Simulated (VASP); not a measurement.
A 95-atom supercell of HfO₂ (fluorite) holds O vacancy in charge state +1. It is relaxed twice, with the total moment held at 1 and at 3 μB. The numbers are results of PBE GGA, VASP's PBE PAW potentials (set 64) (plane waves; VASP), not measurements. Settings: PREC = Normal, LREAL = Auto, ISYM = 0, NELECT = 505.0, EDIFF = 1E-5, 400 eV cut-off, 1×1×1 Γ-centred mesh, Gaussian smearing of 0.050 eV, potentials Hf O.

The cell is charged, with a uniform compensating background. The supercell is sampled at Γ alone, which is coarse: total energies, pressure and levels can be off, energies of defects by several tenths of an eV.

Question: Which spin state lies lower, and by how much?

Answer: The state with 1 μB lies lower, by 4.26 eV.

The cell is a supercell with a defect, built from HfO2 (fluorite, the high-temperature cubic form, which is unstable at 0 K; the monoclinic form is the stable one).
